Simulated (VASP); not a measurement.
A convergence study with VASP on Li (bcc): one setting is varied, all else stays as given below, so the limit is that of these other settings.

```xyz
1
Lattice="-1.7450 1.7450 1.7450 1.7450 -1.7450 1.7450 1.7450 1.7450 -1.7450" Properties=species:S:1:pos:R:3 pbc="T T T"
Li     0.0000     0.0000     0.0000
```

These are PBE GGA, VASP's PBE PAW potentials (set 64) (plane waves; VASP) values and carry that method's errors. The tightest run used: 700 eV cut-off, 24×24×24 Γ-centred mesh, first-order Methfessel-Paxton smearing of 0.10 eV, potentials Li_sv.

Question: The settings run are 1×1×1 mesh; 2×2×2 mesh; 3×3×3 mesh; 4×4×4 mesh; 5×5×5 mesh; 6×6×6 mesh; 7×7×7 mesh; 8×8×8 mesh; 9×9×9 mesh; 10×10×10 mesh; 11×11×11 mesh; 12×12×12 mesh; 13×13×13 mesh; 14×14×14 mesh; 15×15×15 mesh; 16×16×16 mesh; 17×17×17 mesh; 18×18×18 mesh; 19×19×19 mesh; 20×20×20 mesh; 21×21×21 mesh; 22×22×22 mesh; 23×23×23 mesh; 24×24×24 mesh. From which on does the energy per atom stay within 0.005 eV/atom of the tightest run?

Answer: From 13×13×13 mesh on: it is off by 0.0004 there and by no more than 0.005 in any finer run, while 12×12×12 mesh is off by 0.0053.
```csv
setting,E (eV/atom),pressure (GPa),irreducible k-points,difference judged (eV/atom)
1×1×1 mesh,-4.0952,-8.16,1,2.1919
2×2×2 mesh,-1.2376,-0.69,3,0.6657
3×3×3 mesh,-2.0635,-1.38,4,0.1603
4×4×4 mesh,-1.7601,-0.16,8,0.1431
5×5×5 mesh,-1.8983,-0.80,10,0.0049
6×6×6 mesh,-1.8626,-0.64,16,0.0407
7×7×7 mesh,-1.9036,-0.77,20,0.0003
8×8×8 mesh,-1.8904,-0.72,29,0.0128
9×9×9 mesh,-1.9045,-0.78,35,0.0013
10×10×10 mesh,-1.8948,-0.74,47,0.0084
11×11×11 mesh,-1.9057,-0.79,56,0.0025
12×12×12 mesh,-1.8979,-0.75,72,0.0053
13×13×13 mesh,-1.9037,-0.81,84,0.0004
14×14×14 mesh,-1.9009,-0.77,104,0.0023
15×15×15 mesh,-1.9016,-0.79,120,0.0016
16×16×16 mesh,-1.9027,-0.78,145,0.0006
17×17×17 mesh,-1.9015,-0.78,165,0.0017
18×18×18 mesh,-1.9030,-0.79,195,0.0002
19×19×19 mesh,-1.9019,-0.78,220,0.0013
20×20×20 mesh,-1.9028,-0.78,256,0.0004
21×21×21 mesh,-1.9024,-0.78,286,0.0008
22×22×22 mesh,-1.9030,-0.78,328,0.0002
23×23×23 mesh,-1.9024,-0.79,364,0.0008
24×24×24 mesh,-1.9032,-0.78,413,0.0000
```

Left out are rungs that failed or repeat a setting and relaxations that didn't move; long series are thinned to 24 rows.

The compound is Li in the bcc structure. The cell was not relaxed at this level.
